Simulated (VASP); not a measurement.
Given:

```yaml
crystal:
  lattice:
    - [2.03544, -3.52549, 0.00000]
    - [2.03544, 3.52549, 0.00000]
    - [0.00000, 0.00000, 5.03174]
  atoms:
    - { symbol: Te, position: [0.33333, 0.66667, 0.26861] }
    - { symbol: Te, position: [0.66667, 0.33333, 0.73139] }
    - { symbol: Pt, position: [0.00000, 0.00000, 0.00000] }
```

These are PBE GGA with D3 dispersion (zero damping), VASP's PBE PAW potentials (set 64) (plane waves; VASP) values and carry that method's errors. Numerical set-up: 520 eV cut-off, Gaussian smearing of 0.050 eV, potentials Te Pt.

### Question
Give the energies of bands 3 to 14 at the high-symmetry points, in eV from the Fermi level.

### Answer

```csv
band,Γ,M,K,A,L,H
3,-6.75,-6.64,-6.81,-5.57,-7.22,-6.17
4,-5.70,-4.99,-5.50,-5.57,-5.99,-6.17
5,-5.70,-4.73,-5.50,-4.33,-5.40,-5.80
6,-3.72,-3.78,-4.27,-3.77,-4.33,-4.39
7,-3.72,-3.68,-4.27,-3.77,-3.46,-3.96
8,-2.66,-3.44,-3.62,-2.25,-3.38,-3.96
9,-0.56,-3.39,-1.81,-1.47,-3.21,-3.44
10,-0.56,-3.17,-1.81,-1.47,-2.30,-2.73
11,0.64,-2.91,-1.79,-1.42,-0.68,-2.73
12,0.64,0.03,-0.20,2.18,0.11,2.72
13,1.57,2.66,-0.20,2.18,1.28,2.72
14,2.52,3.92,2.50,4.20,4.48,5.80
```

It has no gap at this level: it comes out as a metal or semimetal.

The compound is PtTe2 in the 1T layered structure. It was relaxed first.
